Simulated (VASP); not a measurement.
Energy against volume of Li$_{2}$O (antifluorite). Level of theory: rev-vdW-DF2, VASP's PBE PAW potentials (set 64) (plane waves; VASP). Numerical set-up: 520 eV cut-off, 8×8×8 Γ-centred mesh, Gaussian smearing of 0.050 eV, potentials Li_sv O.

```tsv
V (Å³/atom)	E (eV/atom)
7.624	-3.89380
7.868	-3.90121
8.111	-3.90415
8.354	-3.90326
```

Question: Fit these four points and predict the energy of the run at 8.598 Å³/atom.

Answer: A cubic in V^(−2/3), the third-order Birch-Murnaghan form, passes through the four points with V0 = 8.17 Å³/atom and B0 = 82 GPa, and gives -3.8990 eV/atom there. The run gave -3.8991 eV/atom, -0.0 meV/atom from the fit; all five points give B0 = 82 GPa.

The compound is Li2O in the antifluorite structure. It was relaxed first.
